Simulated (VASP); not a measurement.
Given:

```yaml
crystal:
  lattice:
    - [1.58304, -2.74191, 0.00000]
    - [1.58304, 2.74191, 0.00000]
    - [0.00000, 0.00000, 3.55639]
  atoms:
    - { symbol: Zr, position: [0.00000, 0.00000, 0.00000] }
    - { symbol: B, position: [0.33333, 0.66667, 0.50000] }
    - { symbol: B, position: [0.66667, 0.33333, 0.50000] }
```

Computed with r2SCAN meta-GGA, VASP's PBE PAW potentials (set 64) (plane waves; VASP). Run with 520 eV cut-off, 12×12×10 Γ-centred mesh, tetrahedra with Blöchl corrections, potentials Zr_sv B.

Question: Give the energies of bands 6 to 12 at the high-symmetry points, in eV from the Fermi level.

Answer: 
```csv
band,Γ,M,K,A,L,H
6,-2.91,-9.42,-8.60,-7.60,-7.76,-9.56
7,-2.91,-4.36,-7.44,-1.21,-5.03,-5.49
8,-2.87,-3.47,-2.83,-1.21,-4.55,-3.09
9,-2.86,-2.96,-2.83,0.25,-2.45,-3.09
10,3.42,2.07,1.41,0.25,3.68,4.05
11,3.42,2.24,1.41,0.67,4.04,6.02
12,4.17,4.99,3.23,0.67,5.35,6.02
```

It has no gap at this level: it comes out as a metal or semimetal.

The compound is ZrB2 in the AlB2 type structure. It was relaxed first.
